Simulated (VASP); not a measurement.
Output of a VASP run:

### OSZICAR
```
       N       E                     dE             d eps       ncg     rms          rms(c)
DAV:   1     0.618059803716E+01    0.61806E+01   -0.40733E+03   560   0.911E+02
DAV:   2    -0.188681062376E+02   -0.25049E+02   -0.23754E+02   880   0.113E+02
DAV:   3    -0.191797294736E+02   -0.31162E+00   -0.31162E+00   672   0.166E+01
DAV:   4    -0.191804450870E+02   -0.71561E-03   -0.71561E-03   864   0.828E-01
DAV:   5    -0.191804456900E+02   -0.60296E-06   -0.60296E-06   728   0.169E-02    0.796E+00
DAV:   6    -0.172821768691E+02    0.18983E+01   -0.12964E+00   824   0.815E+00    0.489E+00
DAV:   7    -0.171667990775E+02    0.11538E+00   -0.47012E-01   568   0.479E+00    0.123E+00
DAV:   8    -0.171748004380E+02   -0.80014E-02   -0.22077E-01   632   0.463E+00    0.544E-01
DAV:   9    -0.172758637803E+02   -0.10106E+00   -0.15735E-02   632   0.122E+00    0.326E-01
DAV:  10    -0.172808195083E+02   -0.49557E-02   -0.61279E-04   816   0.253E-01    0.300E-01
DAV:  11    -0.173094719185E+02   -0.28652E-01   -0.72095E-03   560   0.102E+00    0.630E-02
DAV:  12    -0.173106400941E+02   -0.11682E-02   -0.31389E-03   784   0.598E-01    0.537E-02
DAV:  13    -0.173107967557E+02   -0.15666E-03   -0.11744E-04   568   0.126E-01    0.233E-02
DAV:  14    -0.173108637155E+02   -0.66960E-04   -0.18921E-05   736   0.553E-02    0.259E-02
DAV:  15    -0.173108994017E+02   -0.35686E-04   -0.75568E-05   584   0.720E-02    0.599E-03
DAV:  16    -0.173109144971E+02   -0.15095E-04   -0.52627E-06   560   0.286E-02    0.302E-03
DAV:  17    -0.173109136111E+02    0.88603E-06   -0.15792E-07   304   0.472E-03
   1 F= -.17310914E+02 E0= -.17310914E+02  d E =-.173109E+02
```

**OUTCAR**
```
------------------------ aborting loop because EDIFF is reached ----------------------------------------
  FORCE on cell =-STRESS in cart. coord.  units (eV):
  Direction    XX          YY          ZZ          XY          YZ          ZX
  --------------------------------------------------------------------------------------
  Total       -0.0009759     -0.0009759     -0.0009759     -0.0000000      0.0000000     -0.0000000
  in kB       -0.0671817     -0.0671817     -0.0671817     -0.0000000      0.0000000     -0.0000000
  external PRESSURE =      -0.0671817 kB  Pullay stress =       0.0000000 kB
  volume of cell :       23.27
      direct lattice vectors                 reciprocal lattice vectors
     0.000000000  2.266070000  2.266070000    -0.220646317  0.220646317  0.220646317
     2.266070000  0.000000000  2.266070000     0.220646317 -0.220646317  0.220646317
     2.266070000  2.266070000  0.000000000     0.220646317  0.220646317 -0.220646317
  FREE ENERGIE OF THE ION-ELECTRON SYSTEM (eV)
  ---------------------------------------------------
  free  energy   TOTEN  =       -17.3109136111 eV

  energy  without entropy=      -17.3109136111  energy(sigma->0) =      -17.31091361

 reached required accuracy - stopping structural energy minimisation
```
(Selected blocks of OUTCAR.)

POSCAR:
```
BP
1
    0.0000000000     2.2660700000     2.2660700000
    2.2660700000     0.0000000000     2.2660700000
    2.2660700000     2.2660700000     0.0000000000
B P
1 1
Direct
  0.0000000000   0.0000000000   0.0000000000
  0.2500000000   0.2500000000   0.2500000000
```

Question: Write an INCAR and KPOINTS that could have produced this output.

Answer: Several could match; the one computed here: the input of the run itself, r2SCAN meta-GGA, plane waves, VASP's PBE PAW potentials (set 64).

File KPOINTS:
```
Automatic mesh
0
Gamma
9 9 9
0 0 0
```

### INCAR
```
SYSTEM  =  BP
PREC  =  Accurate; ENCUT  =  520; LREAL  =  .FALSE.
LASPH  =  .TRUE.
EDIFF  =  1E-6; NELM  =  100; ALGO  =  Normal
LMIXTAU  =  .TRUE.
ISMEAR  =  0; SIGMA  =  0.05
METAGGA  =  R2SCAN
IBRION  =  2; NSW  =  60; ISIF  =  3
EDIFFG  =  -0.01
LWAVE  =  .FALSE.; LCHARG  =  .FALSE.
```

POTCAR, in this order: B P (PBE.64 set). Program: vasp_std.

The structure comes from a computed database's BP entry (F-43m); how it stands against other phases isn't given here. The cell was not relaxed at this level.
